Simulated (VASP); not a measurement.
Input:

```yaml
crystal:
  lattice:
    - [0.00000, 2.08590, 2.08590]
    - [2.08590, 0.00000, 2.08590]
    - [2.08590, 2.08590, 0.00000]
  atoms:
    - { symbol: Ag, position: [0.00000, 0.00000, 0.00000] }
```

All values below come from PBE GGA with D3 dispersion (Becke-Johnson damping), VASP's PBE PAW potentials (set 64) (plane waves; VASP). Numerical set-up: 400 eV cut-off, 14×14×14 Γ-centred mesh, first-order Methfessel-Paxton smearing of 0.10 eV, potentials Ag.

Task: Predict the energy per atom (σ→0), pressure, band gap (on the k-mesh) with the smallest direct gap where there is one.

Result: 
```json
{
  "band gap (on the k-mesh)": "none (metal, semimetal or under 0.01 eV)",
  "energy per atom (σ→0)": "-3.268 eV/atom",
  "pressure": "-6.87 GPa"
}
```

The compound is Ag in the fcc structure. The cell was not relaxed at this level. The run is one of a series of settings (IVDW = 12 against the base run), some of them coarse on purpose.
